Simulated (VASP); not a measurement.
Level of theory: SCAN meta-GGA, VASP's PBE PAW potentials (set 64) (plane waves; VASP).

VASP input:

File KPOINTS:
```
Regular mesh
0
Gamma
  8 8 4
0 0 0
```

**POSCAR**
```
SiC
1
    3.0765774804     0.0000000000     0.0000000000
   -1.5382887402     2.6643941126    -0.0000000000
   -0.0000000000     0.0000000000     5.0527916476
Si C
2 2
Direct
  0.6666670000   0.3333330000   0.9996260274
  0.3333330000   0.6666670000   0.4996260274
  0.6666670000   0.3333330000   0.3753739726
  0.3333330000   0.6666670000   0.8753739726
```

**INCAR**
```
ALGO=Normal
EDIFF=1E-6
EDIFFG=-0.02
ENCUT=520
IBRION=2
ISIF=3
ISMEAR=0
LASPH=T
LCHARG=F
LMIXTAU=T
LREAL=F
LWAVE=F
METAGGA=SCAN
NELM=100
NSW=60
PREC=Accurate
SIGMA=0.05
SYSTEM=SiC
```

POTCAR, in this order: Si C (PBE.64 set). Program: vasp_std.

Task: Estimate the energy per atom (σ→0), volume per atom.

Result: 
```json
{
  "energy per atom (σ→0)": "-10.341 eV/atom",
  "volume_per_atom": "10.30 Å^3/atom"
}
```

OSZICAR:
```
...
DAV:   5    -0.413650280350E+02   -0.90948E-04   -0.45231E-05   748   0.967E-02    0.980E-03
DAV:   6    -0.413649474122E+02    0.80623E-04   -0.25025E-05   748   0.750E-02    0.289E-03
DAV:   7    -0.413650087258E+02   -0.61314E-04   -0.77462E-06   736   0.412E-02    0.138E-03
DAV:   8    -0.413649942596E+02    0.14466E-04   -0.13217E-06   520   0.166E-02    0.347E-04
DAV:   9    -0.413649982873E+02   -0.40277E-05   -0.11570E-07   396   0.377E-03    0.183E-04
DAV:  10    -0.413649967099E+02    0.15773E-05   -0.27907E-08   384   0.232E-03    0.153E-04
DAV:  11    -0.413649963355E+02    0.37448E-06   -0.23499E-09   384   0.575E-04
   3 F= -.41364996E+02 E0= -.41364996E+02  d E =-.768583E-03
```

The structure comes from a measured SiC entry (P6_3mc) of the Crystallography Open Database, whose conditions weren't checked. This run relaxes it. Symmetry was kept, so distortions that lower it aren't found. The start is the result of an earlier pass.
